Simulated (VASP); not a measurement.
The system is Mo2S.

```
Mo S
1.0
     3.69961    0.00000    0.00000
    -1.84980    3.20395    0.00000
     0.00000    0.00000    3.99459
Mo S
2 1
Direct
  0.33333 0.66667 0.50000
  0.66667 0.33333 0.50000
  0.00000 0.00000 0.00000
```

The cell was built by a generator and needn't be a form met in nature.

```yaml
Program: VASP 6.6.1
Task: relaxation of cell and atoms
Functional: PBE
Potentials_or_basis: VASP PAW PBE potentials, release 64 (Mo_sv, S)
Cutoff: 600 eV
k_mesh: 6 × 6 × 4
Occupations: gaussian, width 0.1 eV
Spin: no spin polarisation
```

At the start: pressure 41.3 GPa; volume 15.78 Å³/atom.

**Question.** Where does the relaxation end?

**Answer.** Over 14 steps the energy falls by 838.1 meV/atom and the volume is 16.07 Å³/atom (+1.8 %); space group P6/mmm (No. 191, to 0.05 Å).

Step by step:
| step | energy change (eV) | largest force (eV/Å) | pressure (GPa) | volume (Å³) |
| --- | --- | --- | --- | --- |
| 1 | 0.0000 | 0.0000 | 41.29 | 47.35 |
| 2 | 1.0105 | 0.0000 | -24.67 | 79.38 |
| 3 | -1.5693 | 0.0000 | -7.20 | 59.01 |
| 4 | -1.5913 | 0.0000 | -4.76 | 57.91 |
| 5 | -1.5934 | 0.0000 | -3.60 | 57.45 |
| 6 | -1.8067 | 0.0000 | -2.52 | 54.96 |
| 7 | -2.4497 | 0.0000 | 6.26 | 47.03 |
| 8 | 17.9421 | 0.0000 | 323.18 | 29.03 |
| 9 | -2.4559 | 0.0000 | 7.44 | 46.81 |
| 10 | -2.4583 | 0.0000 | 8.23 | 46.24 |
| 11 | -2.4440 | 0.0000 | 2.62 | 47.03 |
| 12 | -2.4839 | 0.0000 | 5.63 | 46.56 |
| 13 | -2.5134 | 0.0000 | 0.98 | 47.91 |
| 14 | -2.5144 | 0.0000 | 0.03 | 48.22 |

Final structure:
```xyz
3
Lattice="4.2581 0.0000 0.0000 -2.1290 3.6876 0.0000 0.0000 0.0000 3.0711" Properties=species:S:1:pos:R:3 pbc="T T T"
Mo    0.0000    2.4584    1.5355
Mo    2.1290    1.2292    1.5355
S     0.0000    0.0000    0.0000
```

Caveat: the k mesh is coarse (spacing up to 0.39 Å⁻¹), so the values aren't converged.
